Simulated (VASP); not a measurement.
Level of theory: LDA (Ceperley-Alder, Perdew-Zunger), VASP's LDA PAW potentials (set 64) (plane waves; VASP 6.6.1).

A VASP calculation is set up with these files.

### POSCAR
```
Nb3Sn
1
    5.2168918277    -0.0000000000     0.0000000000
   -0.0000000000     5.2168918277     0.0000000000
    0.0000000000     0.0000000000     5.2168918277
Nb Sn
6 2
Direct
  0.2500000000   0.0000000000   0.5000000000
  0.5000000000   0.2500000000   0.0000000000
  0.5000000000   0.7500000000   0.0000000000
  0.7500000000   0.0000000000   0.5000000000
  0.0000000000   0.5000000000   0.7500000000
  0.0000000000   0.5000000000   0.2500000000
  0.5000000000   0.5000000000   0.5000000000
  0.0000000000   0.0000000000   0.0000000000
```

File KPOINTS:
```
K-points
0
G
7 7 7
0 0 0
```

INCAR:
```
SYSTEM = Nb3Sn
PREC = Accurate; ENCUT = 400; LREAL = .FALSE.
LASPH = .TRUE.
EDIFF = 1E-7; NELM = 100; ALGO = Normal
LMAXMIX = 4
ISMEAR = -5
ISIF = 2
LWAVE = .FALSE.; LCHARG = .TRUE.; LORBIT = 11
NEDOS = 601
LEFG = .TRUE.
```

POTCAR, in this order: Nb_sv Sn_d (LDA.64 set). Program: vasp_std.

What VASP printed:

### OSZICAR
```
       N       E                     dE             d eps       ncg     rms          rms(c)
DAV:   1     0.162341375740E+04    0.16234E+04   -0.44498E+04  2667   0.192E+03
DAV:   2     0.165193086897E+03   -0.14582E+04   -0.14304E+04  2696   0.779E+02
DAV:   3    -0.538384896090E+02   -0.21903E+03   -0.21055E+03  3508   0.242E+02
DAV:   4    -0.792262418983E+02   -0.25388E+02   -0.24842E+02  3840   0.766E+01
DAV:   5    -0.812032315483E+02   -0.19770E+01   -0.19631E+01  4656   0.181E+01    0.193E+01
DAV:   6    -0.784885144237E+02    0.27147E+01   -0.80275E+00  3616   0.142E+01    0.658E+00
DAV:   7    -0.781922728277E+02    0.29624E+00   -0.18834E+00  4032   0.681E+00    0.250E+00
DAV:   8    -0.781797593069E+02    0.12514E-01   -0.18606E-01  3888   0.209E+00    0.894E-01
DAV:   9    -0.781801075250E+02   -0.34822E-03   -0.30230E-02  4000   0.986E-01    0.321E-01
DAV:  10    -0.781800009930E+02    0.10653E-03   -0.51929E-03  3872   0.351E-01    0.504E-02
DAV:  11    -0.781800280566E+02   -0.27064E-04   -0.47117E-04  4416   0.120E-01    0.279E-02
DAV:  12    -0.781800198873E+02    0.81693E-05   -0.32874E-05  3848   0.300E-02    0.548E-03
DAV:  13    -0.781800204193E+02   -0.53201E-06   -0.46084E-06  4016   0.108E-02    0.233E-03
DAV:  14    -0.781800213611E+02   -0.94184E-06   -0.46830E-07  2616   0.413E-03    0.842E-04
DAV:  15    -0.781800222570E+02   -0.89591E-06   -0.18641E-07  2216   0.285E-03    0.438E-04
DAV:  16    -0.781800223070E+02   -0.50006E-07   -0.49429E-08  2072   0.153E-03
   1 F= -.78180022E+02 E0= -.78180022E+02  d E =0.000000E+00
```

**OUTCAR**
```
------------------------ aborting loop because EDIFF is reached ----------------------------------------
  FORCE on cell =-STRESS in cart. coord.  units (eV):
  Direction    XX          YY          ZZ          XY          YZ          ZX
  --------------------------------------------------------------------------------------
  Total       -0.0040645     -0.0040645     -0.0040645      0.0000000     -0.0000000     -0.0000000
  in kB       -0.0458646     -0.0458646     -0.0458646      0.0000000     -0.0000000     -0.0000000
  external PRESSURE =      -0.0458646 kB  Pullay stress =       0.0000000 kB
  volume of cell :      141.98
      direct lattice vectors                 reciprocal lattice vectors
     5.216891828  0.000000000  0.000000000     0.191685017  0.000000000  0.000000000
     0.000000000  5.216891828  0.000000000     0.000000000  0.191685017  0.000000000
     0.000000000  0.000000000  5.216891828     0.000000000  0.000000000  0.191685017
 POSITION                                       TOTAL-FORCE (eV/Angst)
 -----------------------------------------------------------------------------------
      1.30422      0.00000      2.60845        -0.000000     -0.000000     -0.000000
      2.60845      1.30422      0.00000         0.000000      0.000000     -0.000000
      2.60845      3.91267      0.00000         0.000000      0.000000      0.000000
      3.91267      0.00000      2.60845         0.000000      0.000000      0.000000
      0.00000      2.60845      3.91267        -0.000000     -0.000000     -0.000000
      0.00000      2.60845      1.30422         0.000000      0.000000     -0.000000
      2.60845      2.60845      2.60845        -0.000000      0.000000     -0.000000
      0.00000      0.00000      0.00000        -0.000000      0.000000     -0.000000
 -----------------------------------------------------------------------------------
    total drift:                                0.000000      0.000000     -0.000000
  FREE ENERGIE OF THE ION-ELECTRON SYSTEM (eV)
  ---------------------------------------------------
  free  energy   TOTEN  =       -78.1800223070 eV

  energy  without entropy=      -78.1800223070  energy(sigma->0) =      -78.18002231

 total charge

# of ion       s       p       d       tot
------------------------------------------
    1        2.191   6.004   2.595  10.790
    2        2.191   6.004   2.595  10.790
    3        2.191   6.004   2.595  10.790
    4        2.191   6.004   2.595  10.790
    5        2.191   6.004   2.595  10.790
    6        2.191   6.004   2.595  10.790
    7        1.108   1.512  10.067  12.687
    8        1.108   1.512  10.067  12.687
--------------------------------------------------
tot         15.359  39.048  35.705  90.112

 Electric field gradients after diagonalization (V/A^2)
 (convention: |V_zz| > |V_xx| > |V_yy|)
----------------------------------------------------------------------
 ion       V_xx      V_yy      V_zz     asymmetry (V_yy - V_xx)/ V_zz
----------------------------------------------------------------------
   1     -36.658   -36.658    73.316       0.000
   2     -36.658   -36.658    73.316       0.000
   3     -36.658   -36.658    73.316       0.000
   4     -36.658   -36.658    73.316       0.000
   5     -36.658   -36.658    73.316       0.000
   6     -36.658   -36.658    73.316       0.000
   7       0.000    -0.000    -0.000       1.013
   8       0.000    -0.000    -0.000       0.855
```
(Selected blocks of OUTCAR.)

OUTCAR:
```
 val. band max:       11.8217854637   @ k =   0.4286   0.4286   0.0000

 cond. band min:      11.7691695714   @ k =   0.1429   0.0000   0.0000


 Fermi energy:        11.7718830160

 k-point     1 :       0.0000    0.0000    0.0000
  band No.  band energies     occupation
      1     -42.4133      2.00000
      2     -42.3244      2.00000
      3     -42.3244      2.00000
      4     -42.0654      2.00000
      5     -42.0654      2.00000
      6     -42.0654      2.00000
      7     -19.6303      2.00000
      8     -19.6303      2.00000
      9     -19.4591      2.00000
     10     -18.8170      2.00000
     11     -18.8170      2.00000
     12     -18.8170      2.00000
     13     -18.4050      2.00000
     14     -18.4050      2.00000
     15     -18.4050      2.00000
     16     -18.3762      2.00000
     17     -18.3762      2.00000
     18     -18.3762      2.00000
     19     -18.2709      2.00000
     20     -18.2709      2.00000
     21     -18.2709      2.00000
     22     -17.6152      2.00000
     23     -17.6152      2.00000
     24     -17.6152      2.00000
     25      -8.9794      2.00000
     26      -8.9794      2.00000
     27      -8.9607      2.00000
     28      -8.9607      2.00000
     29      -8.9320      2.00000
     30      -8.9320      2.00000
     31      -8.9320      2.00000
     32      -8.9290      2.00000
     33      -8.9290      2.00000
     34      -8.9290      2.00000
     35       2.3043      2.00000
     36       3.8210      2.00000
     37       8.0135      2.00000
     38       8.0135      2.00000
     39       8.0135      2.00000
     40       8.3908      2.00000
     41       8.3908      2.00000
     42       8.3908      2.00000
     43       8.9185      2.00000
     44       8.9185      2.00000
     45       9.3891      2.00000
     46       9.9408      2.00000
     47       9.9408      2.00000
     48       9.9408      2.00000
     49      10.3022      2.00000
     50      11.2226      2.00000
     51      11.2226      2.00000
...
```

For a metal the tetrahedron method with Blöchl corrections gives inexact stress and forces. Unless said otherwise, spin-orbit coupling is left out, though it shifts the bands of the heavy elements here.

The compound is Nb3Sn in the A15 structure. It was relaxed first.
